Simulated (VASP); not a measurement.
All values below come from PBE GGA with D3 dispersion (Becke-Johnson damping), VASP's PBE PAW potentials (set 64) (plane waves; VASP).

The input files of a VASP run:

**INCAR**
```
SYSTEM = Eu
PREC = Accurate
ENCUT = 520
EDIFF = 1E-7
NELM = 100
ALGO = Normal
LREAL = .FALSE.
LASPH = .TRUE.
ISMEAR = -5
GGA = PE
IVDW = 12
LMAXMIX = 6
LWAVE = .FALSE.
LCHARG = .TRUE.
LORBIT = 11
NEDOS = 601
ISIF = 2
```

KPOINTS:
```
Regular mesh
0
gamma
 13 13 13
0 0 0
```

POSCAR:
```
Eu
1.0
 -2.1615869958   2.1615869958   2.1615869958
  2.1615869958  -2.1615869958   2.1615869958
  2.1615869958   2.1615869958  -2.1615869958
Eu
1
Cart
  0.0000000000   0.0000000000   0.0000000000
```

POTCAR, in this order: Eu_2 (PBE.64 set). Program: vasp_std.

Output

### OSZICAR
```
       N       E                     dE             d eps       ncg     rms          rms(c)
DAV:   1     0.871833651043E+01    0.87183E+01   -0.38485E+03  1384   0.828E+02
DAV:   2    -0.167765945397E+01   -0.10396E+02   -0.10325E+02  1936   0.996E+01
DAV:   3    -0.182214730876E+01   -0.14449E+00   -0.14287E+00  1752   0.901E+00
DAV:   4    -0.182349505622E+01   -0.13477E-02   -0.13016E-02  2208   0.123E+00
DAV:   5    -0.182349954578E+01   -0.44896E-05   -0.42262E-05  1832   0.515E-02    0.739E+00
DAV:   6    -0.183823967230E+01   -0.14740E-01   -0.16362E-03  2040   0.484E-01    0.440E+00
DAV:   7    -0.184717092259E+01   -0.89313E-02   -0.37628E-03  1984   0.687E-01    0.616E-02
DAV:   8    -0.184720439772E+01   -0.33475E-04   -0.12005E-04  2192   0.931E-02    0.200E-02
DAV:   9    -0.184721556208E+01   -0.11164E-04   -0.96787E-06  2160   0.273E-02    0.641E-03
DAV:  10    -0.184721770290E+01   -0.21408E-05   -0.14112E-06  2040   0.930E-03    0.108E-03
DAV:  11    -0.184721790151E+01   -0.19861E-06   -0.27290E-08  1120   0.156E-03    0.413E-04
DAV:  12    -0.184721815893E+01   -0.25742E-06   -0.62253E-09   816   0.780E-04    0.129E-04
DAV:  13    -0.184721813859E+01    0.20341E-07   -0.81057E-10   752   0.452E-04
   1 F= -.21382692E+01 E0= -.21382692E+01  d E =0.000000E+00
```

File OUTCAR:
```
------------------------ aborting loop because EDIFF is reached ----------------------------------------
 Edisp (eV)   -0.29105
  FORCE on cell =-STRESS in cart. coord.  units (eV):
  Direction    XX          YY          ZZ          XY          YZ          ZX
  --------------------------------------------------------------------------------------
  Total       0.04413     0.04413     0.04413     0.00000    -0.00000    -0.00000
  in kB       1.75024     1.75024     1.75024     0.00000    -0.00000    -0.00000
  external pressure =        1.75 kB  Pullay stress =        0.00 kB
  volume of cell :       40.40
      direct lattice vectors                 reciprocal lattice vectors
    -2.161586996  2.161586996  2.161586996     0.000000000  0.231311532  0.231311532
     2.161586996 -2.161586996  2.161586996     0.231311532  0.000000000  0.231311532
     2.161586996  2.161586996 -2.161586996     0.231311532  0.231311532  0.000000000
 POSITION                                       TOTAL-FORCE (eV/Angst)
 -----------------------------------------------------------------------------------
      0.00000      0.00000      0.00000        -0.000000      0.000000     -0.000000
 -----------------------------------------------------------------------------------
    total drift:                                0.000000      0.000000      0.000000
  FREE ENERGIE OF THE ION-ELECTRON SYSTEM (eV)
  ---------------------------------------------------
  free  energy   TOTEN  =        -2.1382692115 eV

  energy  without entropy=       -2.1382692115  energy(sigma->0) =       -2.13826921

 total charge

# of ion       s       p       d       tot
------------------------------------------
    1        0.475   6.297   0.528   7.301
```
(Selected blocks of OUTCAR.)

The 4f electrons are frozen in the core of the lanthanide potential, so 4f levels, which can set the real gap, and their magnetism are missing. For a metal the tetrahedron method with Blöchl corrections gives inexact stress and forces.

The compound is Eu in the bcc structure. It was relaxed first, which changed the volume by -16 %.
